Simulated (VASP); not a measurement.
```yaml
crystal:
  lattice:
    - [0.00000, 2.44000, 2.44000]
    - [2.44000, 0.00000, 2.44000]
    - [2.44000, 2.44000, 0.00000]
  atoms:
    - { symbol: Y, position: [0.00000, 0.00000, 0.00000] }
    - { symbol: N, position: [0.50000, 0.50000, 0.50000] }
```

The base run (VASP): PBE GGA, plane waves, VASP's PBE PAW potentials (set 64). Settings: 520 eV cut-off, 8×8×8 Γ-centred mesh, Gaussian smearing of 0.050 eV, potentials Y_sv N.

One setting is varied; ΔE counts from the base run. The base run took about 10 core-seconds. The timings are rough (shared machines, no repeats); factors under 2 mean little.

Pressures at a finite cut-off, here 520 eV, hold a Pulay part, which wasn't tested here.

```csv
setting,cost over the base run,electronic steps,ΔE (meV/atom),pressure (GPa)
PREC = Low,about 1/2,13,0.0,2.47
PREC = Normal,about 1/2,13,0.0,2.48
LASPH = .FALSE.,within a factor of 2,13,-0.1,2.47
PREC = Single,within a factor of 2,13,0.0,2.48
base run,reference,13,0.0,2.48
ADDGRID = .TRUE.,within a factor of 2,13,0.0,2.48
LREAL = Auto,within a factor of 2,13,0.0,2.48
```

Left out are runs that failed, have no time on record or changed the cell.

The compound is YN in the rock salt structure. The cell was not relaxed at this level.
